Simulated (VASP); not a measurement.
# Ca3Os2 (P-3m1) in VASP: further runs

One crystal, Ca3Os2, is run at these levels: PBE; tasks: single point.

Everything below comes from runs of VASP 6.6.1. Logs are shortened: lines on timing, memory, paths and dates and some standing lists are left out, and cuts for length are marked.

## 1. The cell of the first run

Symmetry: P-3m1, No. 164, trigonal system. The conventional cell has a = 4.867 Å, b = 4.867 Å, c = 6.004 Å, α = 90.00°, β = 90.00°, γ = 120.00°. Ca (site symmetry -3m) is surrounded by 6 Os at 2.84 Å. Ca (site symmetry 3m) is surrounded by 1 Os at 2.67 Å. Around Os (site symmetry 3m) lie 4 Ca at 2.67 to 2.84 Å and 3 Os at 2.94 Å.

The cell was built by a generator and needn't be a form met in nature.

## 2. Single point, PBE (species swapped into the Mg3Sb2 type (P-3m1, No. 164))

File INCAR:

```
PREC = Accurate
ENCUT = 520
EDIFF = 1E-6
ISMEAR = 0
SIGMA = 0.1
LREAL = False
LASPH = True
NELM = 100
ALGO = Fast
ISIF = 2
LWAVE = False
LCHARG = True
GGA = PE
LELF = True
LVHAR = True
NBANDS = 31
```

File KPOINTS:

```
Automatic mesh
0
Gamma
  12 12 6
```

File POSCAR:

```
Ca3Os2
1.0
    4.8666260394      0.0000000000      0.0000000000
   -2.4333130197      4.2146217808      0.0000000000
    0.0000000000      0.0000000000      6.0038475987
Ca Os
3 2
Direct
    0.0000000000      0.0000000000      0.0000000000
    0.3333333333      0.6666666667      0.3718261425
    0.6666666667      0.3333333333      0.6281738575
    0.3333333333      0.6666666667      0.9269989800
    0.6666666667      0.3333333333      0.0730010200
```

Potentials or basis: VASP PAW PBE potentials, release 64 (Ca_sv, Os).

On the command line:

```sh
cat potpaw_PBE.64/Ca_sv/POTCAR potpaw_PBE.64/Os/POTCAR > POTCAR
mpirun -np 1 vasp_std > vasp.out
```

OUTCAR:

```text
PREC = Accurate
   ENCUT = 520
   EDIFF = 1E-6
   ISMEAR = 0
   LREAL = False
   LASPH = True
   NELM = 100
   ISIF = 2
   GGA = PE

 ion  position               nearest neighbor table
   1  0.000  0.000  0.000-   4 2.84   5 2.84   4 2.84   5 2.84   5 2.84   4 2.84
   2  0.333  0.667  0.372-   4 2.67
   3  0.667  0.333  0.628-   5 2.67
   4  0.333  0.667  0.927-   2 2.67   1 2.84   1 2.84   1 2.84   5 2.94   5 2.94   5 2.94
   5  0.667  0.333  0.073-   3 2.67   1 2.84   1 2.84   1 2.84   4 2.94   4 2.94   4 2.94

  LATTYP: Found a hexagonal cell.
 ALAT       =     4.8666260394
 C/A-ratio  =     1.2336776136

  Lattice vectors:

 A1 = (   4.8666260394,   0.0000000000,   0.0000000000)
 A2 = (  -2.4333130197,   4.2146217808,   0.0000000000)
 A3 = (   0.0000000000,   0.0000000000,   6.0038475987)

Analysis of symmetry for initial positions (statically):
=====================================================================
 Subroutine PRICEL returns:
 Original cell was already a primitive cell.

 Routine SETGRP: Setting up the symmetry group for a
 hexagonal supercell.

 Subroutine GETGRP returns: Found 12 space group operations
 (whereof 12 operations were pure point group operations)
 out of a pool of 24 trial point group operations.

The static configuration has the point symmetry D_3d.

Analysis of symmetry for dynamics (positions and initial velocities):
=====================================================================
 Subroutine PRICEL returns:
 Original cell was already a primitive cell.

 Routine SETGRP: Setting up the symmetry group for a
 hexagonal supercell.

 Subroutine GETGRP returns: Found 12 space group operations
 (whereof 12 operations were pure point group operations)
 out of a pool of 24 trial point group operations.

The dynamic configuration has the point symmetry D_3d.

 Subroutine INISYM returns: Found 12 space group operations
 (whereof 12 operations are pure point group operations),
 and found     1 'primitive' translations

----------------------------------------------------------------------------------------

                                     Primitive cell

  volume of cell :     123.1448

  direct lattice vectors                    reciprocal lattice vectors
     4.866626039  0.000000000  0.000000000     0.205481167  0.118634607  0.000000000
    -2.433313020  4.214621781  0.000000000     0.000000000  0.237269215  0.000000000
     0.000000000  0.000000000  6.003847599     0.000000000  0.000000000  0.166559857

  length of vectors
     4.866626039  4.866626039  6.003847599     0.237269215  0.237269215  0.166559857

  position of ions in fractional coordinates (direct lattice)
     0.000000000  0.000000000  0.000000000
     0.333333333  0.666666667  0.371826142
     0.666666667  0.333333333  0.628173858
     0.333333333  0.666666667  0.926998980
     0.666666667  0.333333333  0.073001020

  ion indices of the primitive-cell ions
   primitive index   ion index
                 1           1
                 2           2
                 3           3
                 4           4
                 5           5

----------------------------------------------------------------------------------------

 KPOINTS: Automatic mesh

Automatic generation of k-mesh.
 Grid dimensions read from file:
 generate k-points for:   12   12    6

 Generating k-lattice:

  Cartesian coordinates                     Fractional coordinates (reciprocal lattice)
     0.017123431  0.009886217  0.000000000     0.083333333  0.000000000  0.000000000
     0.000000000  0.019772435  0.000000000     0.000000000  0.083333333  0.000000000
     0.000000000  0.000000000  0.027759976     0.000000000  0.000000000  0.166666667

  Length of vectors
     0.019772435  0.019772435  0.027759976

  Shift w.r.t. Gamma in fractional coordinates (k-lattice)
     0.000000000  0.000000000  0.000000000

 Subroutine IBZKPT returns following result:
 ===========================================

 Found    100 irreducible k-points:

 Following reciprocal coordinates:
            Coordinates               Weight
  0.000000  0.000000  0.000000      1.000000
  0.083333  0.000000  0.000000      6.000000
  0.166667  0.000000  0.000000      6.000000
  0.250000  0.000000  0.000000      6.000000
  0.333333  0.000000  0.000000      6.000000
  0.416667  0.000000  0.000000      6.000000
[... 16 lines left out ...]
  0.166667  0.000000  0.166667      6.000000
  0.000000  0.166667  0.166667      6.000000
 [... further k-points ...]
   k-points           NKPTS =    100   k-points in BZ     NKDIM =    100   number of bands    NBANDS=     31
   number of dos      NEDOS =    301   number of ions     NIONS =      5
   total plane-waves  NPLWV =  62208
   dimension x,y,z NGX =    36 NGY =   36 NGZ =   48
   dimension x,y,z NGXF=    72 NGYF=   72 NGZF=   96
   ions per type =               3   2
   NGX,Y,Z   is equivalent  to a cutoff of  12.30, 12.30, 13.29 a.u.
   NGXF,Y,Z  is equivalent  to a cutoff of  24.60, 24.60, 26.58 a.u.
 SYSTEM =  unknown system
   PREC   = accura    normal or accurate (medium, high low for compatibility)
   ISTART =      0    job   : 0-new  1-cont  2-samecut
   ICHARG =      2    charge: 1-file 2-atom 10-const
   ISPIN  =      1    spin polarized calculation?
   LNONCOLLINEAR =      F non collinear calculations
   LSORBIT =      F    spin-orbit coupling
   LASPH  =      T    aspherical Exc in radial PAW
   ENCUT  =  520.0 eV  38.22 Ry    6.18 a.u.   9.05  9.05 11.16*2*pi/ulx,y,z
   NELM   =    100;   NELMIN=  2; NELMDL= -5     # of ELM steps
   EDIFF  = 0.1E-05   stopping-criterion for ELM
   LREAL  =      F    real-space projection
   EDIFFG = 0.1E-04   stopping-criterion for IOM
   NSW    =      0    number of steps for IOM
   IBRION =     -1    ionic relax: 0-MD 1-quasi-New 2-CG
   NFREE  =      0    steps in history (QN), initial steepest desc. (CG)
   ISIF   =      2    stress and relaxation
   ISYM   =      2    0-nonsym 1-usesym 2-fastsym
   POTIM  = 0.5000    time-step for ionic-motion
   TEBEG  =    0.0;   TEEND  =   0.0 temperature during run
   PSTRESS=    0.0 pullay stress
   NELECT =      46.0000    total number of electrons
   NUPDOWN=      -1.0000    fix difference up-down
   EMIN   =  10.00;   EMAX   =-10.00  energy-range for DOS
   EFERMI =   0.00;   METHOD = LEGACY
   ISMEAR =     0;   SIGMA  =   0.10  broadening in eV -4-tet -1-fermi 0-gaus
   EFERMI_NEDOS =   21; number of points for ismear=-14 and -15
   IALGO  =     68    algorithm
   IMIX   =      4    mixing-type and parameters
     AMIX     =   0.40;   BMIX     =  1.00
     AMIX_MAG =   1.60;   BMIX_MAG =  1.00
  volume/ion in A,a.u.               =      24.63       166.20
  Fermi-wavevector in a.u.,A,eV,Ry     =   1.179022  2.228029 18.913372  1.390094
  Thomas-Fermi vector in A             =   2.315341
   LORBIT       =      0    0 simple, 1 ext, 2 COOP (PROOUT), +10 PAW based schemes
   GGA     = PE    functional components
   LHFCALC =     F    Hartree Fock is set to
   AEXX    =    0.0000 exact exchange contribution
   IVDW    =     0    specifies the selected vdW correction
   LEPSILON=     F    determine dielectric tensor
   LRPA    =     F    only Hartree local field effects (RPA)
 non-spin polarized calculation
 RMM-DIIS sequential band-by-band and
 Gauss-broadening in eV      SIGMA  =   0.10
  energy-cutoff  :      520.00
  volume of cell :      123.14
 maximum number of plane-waves:      3346
   NGX = 19   NGY = 19   NGZ = 23

 number of electron      46.0000004 magnetization

 Free energy of the ion-electron system (eV)
  ---------------------------------------------------
  ext. energy  EPLUGINS =         0.00000000
  ---------------------------------------------------
  free energy    TOTEN  =       -25.21303821 eV

  energy without entropy =      -25.17716876  energy(sigma->0) =      -25.19510348

 E-fermi :   3.7254     XC(G=0):  -9.8825

 val. band max:        3.7249456579   @ k =   0.0000   0.3333   0.1667
 cond. band min:       3.7265987071   @ k =   0.0000   0.1667   0.3333
 fundamental gap:      0.0016530493
 Fermi energy:         3.7254283980

 k-point     1 :       0.0000    0.0000    0.0000
  band No.  band energies     occupation
      1     -37.0711      2.00000
      2     -36.9872      2.00000
      3     -35.7344      2.00000
      4     -18.2393      2.00000
      5     -18.2393      2.00000
      6     -18.1084      2.00000
[... 23 lines left out ...]
     30       6.7485      0.00000
     31       6.7485      0.00000

 k-point     2 :       0.0833    0.0000    0.0000
  band No.  band energies     occupation
      1     -37.0698      2.00000
      2     -36.9884      2.00000
      3     -35.7342      2.00000
      4     -18.2418      2.00000
      5     -18.2417      2.00000
      6     -18.1160      2.00000
[... 23 lines left out ...]
     30       6.7289      0.00000
     31       6.7367      0.00000

 k-point     3 :       0.1667    0.0000    0.0000
  band No.  band energies     occupation
      1     -37.0661      2.00000
      2     -36.9920      2.00000
      3     -35.7338      2.00000
      4     -18.2484      2.00000
      5     -18.2477      2.00000
      6     -18.1332      2.00000
[... 23 lines left out ...]
     30       6.6898      0.00000
     31       6.7119      0.00000

 k-point     4 :       0.2500    0.0000    0.0000
  band No.  band energies     occupation
      1     -37.0602      2.00000
      2     -36.9977      2.00000
      3     -35.7332      2.00000
      4     -18.2570      2.00000
      5     -18.2541      2.00000
      6     -18.1526      2.00000
[... 23 lines left out ...]
     30       6.6903      0.00000
     31       6.7782      0.00000

 k-point     5 :       0.3333    0.0000    0.0000
  band No.  band energies     occupation
      1     -37.0531      2.00000
      2     -37.0046      2.00000
      3     -35.7325      2.00000
      4     -18.2651      2.00000
      5     -18.2584      2.00000
      6     -18.1699      2.00000
[... 23 lines left out ...]
     30       6.6974      0.00000
     31       6.9787      0.00000
[... 542 lines left out ...]
     30       6.8063      0.00000
     31       6.9333      0.00000

 k-point    22 :       0.0000    0.0833    0.1667
  band No.  band energies     occupation
      1     -37.0695      2.00000
      2     -36.9885      2.00000
      3     -35.7342      2.00000
      4     -18.2427      2.00000
      5     -18.2420      2.00000
      6     -18.1176      2.00000
[... 23 lines left out ...]
     30       6.8187      0.00000
     31       6.9040      0.00000

 k-point    23 :       0.1667    0.0000    0.1667
  band No.  band energies     occupation
      1     -37.0658      2.00000
      2     -36.9921      2.00000
      3     -35.7338      2.00000
      4     -18.2497      2.00000
      5     -18.2483      2.00000
      6     -18.1352      2.00000
[... 23 lines left out ...]
     30       6.6606      0.00000
     31       6.9479      0.00000

 k-point    24 :       0.0000    0.1667    0.1667
  band No.  band energies     occupation
      1     -37.0658      2.00000
      2     -36.9921      2.00000
      3     -35.7338      2.00000
      4     -18.2482      2.00000
      5     -18.2481      2.00000
      6     -18.1341      2.00000
[... 23 lines left out ...]
     30       6.6161      0.00000
     31       6.8790      0.00000

 [... further k-points ...]

------------------------ aborting loop because EDIFF is reached ----------------------------------------

  FORCE on cell =-STRESS in cart. coord.  units (eV):
  Direction    XX          YY          ZZ          XY          YZ          ZX
  --------------------------------------------------------------------------------------
  -------------------------------------------------------------------------------------
  Total        0.0811095      0.0811095      0.0876251      0.0000000     -0.0000000      0.0000000
  in kB        1.0552757      1.0552757      1.1400472      0.0000000     -0.0000000      0.0000000
  external PRESSURE =       1.0835328 kB  Pullay stress =       0.0000000 kB

 VOLUME and BASIS-vectors are now :
 -----------------------------------------------------------------------------
  energy-cutoff  :      520.00
  volume of cell :      123.14
      direct lattice vectors                 reciprocal lattice vectors
     4.866626039  0.000000000  0.000000000     0.205481167  0.118634607  0.000000000
    -2.433313020  4.214621781  0.000000000     0.000000000  0.237269215  0.000000000
     0.000000000  0.000000000  6.003847599     0.000000000  0.000000000  0.166559857

 POSITION                                       TOTAL-FORCE (eV/Angst)
 -----------------------------------------------------------------------------------
      0.00000      0.00000      0.00000         0.000000      0.000000     -0.000000
     -0.00000      2.80975      2.23239        -0.000000      0.000000      0.017156
      2.43331      1.40487      3.77146         0.000000      0.000000     -0.017156
     -0.00000      2.80975      5.56556         0.000000      0.000000     -0.036928
      2.43331      1.40487      0.43829        -0.000000      0.000000      0.036928
 -----------------------------------------------------------------------------------
    total drift:                                0.000000      0.000000     -0.000000

  FREE ENERGIE OF THE ION-ELECTRON SYSTEM (eV)
  ---------------------------------------------------
  free  energy   TOTEN  =       -25.2130382083 eV

  energy  without entropy=      -25.1771687585  energy(sigma->0) =      -25.19510348
```

Wall time 9.7 min (1 thread of Intel Xeon Platinum 8488C (Sapphire Rapids), shared host); peak memory 0.47 GiB.

Results:

```
Free energy            : -25.2130 eV
Pressure               : 0.1 GPa
Largest force          : 0.037 eV/Å
Band gap on the k mesh : none (metal or under the smearing width)
```

Forces on the atoms (eV/Å):
```
Ca   0.000  0.000  0.000
Ca   0.000  0.000  0.017
Ca   0.000  0.000 -0.017
Os   0.000  0.000 -0.037
Os   0.000  0.000  0.037
```

## 3. Single point, PBE (cell x2)

File INCAR:

```
SYSTEM = Ca3Os2
ALGO = Fast
EDIFF = 1E-7
ENCUT = 520
GGA = PE
ISIF = 2
ISMEAR = 0
LASPH = .TRUE.
LCHARG = .FALSE.
LREAL = .FALSE.
LWAVE = .FALSE.
NBANDS = 57
NELM = 100
PREC = Accurate
SIGMA = 0.2
```

File KPOINTS:

```
k-points
0
G
  4 4 4
  0 0 0
```

File POSCAR:

```
Ca3Os2
1.0
   -4.8666260394      0.0000000000      0.0000000000
    0.0000000000      0.0000000000     -6.0038475987
    0.0000000000     -8.4292435617      0.0000000000
Ca Os
6 4
Direct
    1.0000000000      1.0000000000      1.0000000000
    0.5000000000      0.0000000000      0.5000000000
    0.0000000000      0.6281738575      0.6666666667
    0.5000000000      0.6281738575      0.1666666667
    0.5000000000      0.3718261425      0.8333333333
    0.0000000000      0.3718261425      0.3333333333
    0.0000000000      0.0730010200      0.6666666667
    0.5000000000      0.0730010200      0.1666666667
    0.5000000000      0.9269989800      0.8333333333
    0.0000000000      0.9269989800      0.3333333333
```

Potentials or basis: VASP PAW PBE potentials, release 64 (Ca_sv, Os).

On the command line:

```sh
cat potpaw_PBE.64/Ca_sv/POTCAR potpaw_PBE.64/Os/POTCAR > POTCAR
mpirun -np 1 vasp_std > vasp.out
```

Run time: 7.6 min. Hardware: 1 thread of Intel Xeon 6975P-C (Granite Rapids), shared host; peak memory 0.53 GiB.

The run converged. Its results:

```
Free energy            : -50.4009 eV
Pressure               : 0.3 GPa
Largest force          : 0.129 eV/Å
Band gap on the k mesh : none (metal or under the smearing width)
```

Forces on the atoms (eV/Å):
```
Ca   0.000  0.000  0.000
Ca   0.000  0.000  0.000
Ca   0.000  0.000  0.031
Ca   0.000  0.000  0.031
Ca   0.000  0.000 -0.031
Ca   0.000  0.000 -0.031
Os   0.000 -0.010 -0.128
Os   0.000 -0.010 -0.128
Os   0.000  0.010  0.128
Os   0.000  0.010  0.128
```

Stress tensor (GPa, compression positive):
```
0.39 0.00 0.00
0.00 0.23 0.01
0.00 0.01 0.39
```

Levels at points of the mesh, in eV from the Fermi level:
```tsv
k point	band 44	band 45	band 46	band 47	band 48	band 49
(0.00, 0.00, 0.00)	-0.55	-0.43	-0.13	-0.13	0.19	0.54
(0.50, 0.00, 0.00)	-0.64	0.20	0.20	0.45	0.45	0.54
(0.00, 0.50, 0.00)	-0.45	-0.40	-0.17	-0.17	0.10	0.35
(0.50, 0.50, 0.00)	-0.23	-0.19	-0.19	0.09	0.09	0.56
(0.00, 0.00, 0.50)	-0.58	-0.08	-0.08	-0.06	-0.06	0.68
(0.50, 0.00, 0.50)	-0.54	-0.43	-0.43	0.54	0.54	1.15
(0.00, 0.50, 0.50)	-0.76	-0.07	-0.07	-0.01	-0.01	0.64
(0.50, 0.50, 0.50)	-0.45	-0.40	-0.40	0.10	0.10	0.35
```

The run has no spin-orbit coupling, so splittings on Os are missing.
